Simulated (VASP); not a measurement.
These are PBEsol GGA with spin-orbit coupling, VASP's PBE PAW potentials (set 64) (plane waves; VASP) values and carry that method's errors.

VASP ran on this input.

POSCAR:
```
V
1
    2.4026091452    -0.0000000000    -0.0000000000
   -0.0000000000     2.4026091452     0.0000000000
   -0.0000000000    -0.0000000000     2.4026091452
V
1
Direct
  0.0000000000   0.0000000000   0.0000000000
```

**KPOINTS_OPT**
```
k-points along high-symmetry lines
8
Line-mode
Reciprocal
  0.000000   0.000000   0.000000 ! GAMMA
  0.000000   0.500000   0.000000 ! X

  0.000000   0.500000   0.000000 ! X
  0.500000   0.500000   0.000000 ! M

  0.500000   0.500000   0.000000 ! M
  0.000000   0.000000   0.000000 ! GAMMA

  0.000000   0.000000   0.000000 ! GAMMA
  0.500000   0.500000   0.500000 ! R

  0.500000   0.500000   0.500000 ! R
  0.000000   0.500000   0.000000 ! X

  0.500000   0.500000   0.500000 ! R
  0.500000   0.500000   0.000000 ! M
```

**KPOINTS**
```
kpoints
0
Gamma
  14 14 14
```

INCAR:
```
! general
SYSTEM     = V
PREC       = Accurate
ENCUT      = 400
LREAL      = F
LASPH      = T

! electronic loop
EDIFF      = 1E-6
NELM       = 100
ALGO       = Normal
LMAXMIX    = 4

! smearing
ISMEAR     = 0
SIGMA      = 0.05

! functional
GGA        = PS
GGA_COMPAT = F

! spin
MAGMOM     = 0 0 0
LSORBIT    = T

! output
LWAVE      = F
LCHARG     = F
```

POTCAR, in this order: V_sv (PBE.64 set). Program: vasp_ncl.

**Question.** Estimate the energy per atom (σ→0), band gap (over mesh and band path).

**Answer.** 
| Quantity | Result |
|---|---|
| energy per atom (σ→0) | -8.755 eV/atom |
| band gap (over mesh and band path) | none (metal, semimetal or under 0.01 eV) |

File OSZICAR:
```
...
DAV:   7    -0.876046676134E+01    0.12811E-01   -0.47516E-02  4896   0.254E+00    0.163E+00
DAV:   8    -0.875638793991E+01    0.40788E-02   -0.62338E-03  4928   0.136E+00    0.158E-01
DAV:   9    -0.875635184205E+01    0.36098E-04   -0.23080E-04  4968   0.257E-01    0.791E-02
DAV:  10    -0.875634442773E+01    0.74143E-05   -0.51373E-06  4892   0.350E-02    0.263E-02
DAV:  11    -0.875633973538E+01    0.46923E-05   -0.56185E-06  3932   0.184E-02    0.904E-04
DAV:  12    -0.875633970621E+01    0.29173E-07   -0.64157E-08  2432   0.409E-03
   1 F= -.87563397E+01 E0= -.87552288E+01  d E =-.222172E-02  mag=     0.0000    -0.0000     0.0000
       N       E                     dE             ncg
```

The structure was generated: V was put into the simple-cubic type (Pm-3m), which need not be its known phase. It was relaxed first, which changed the volume by -10 %.
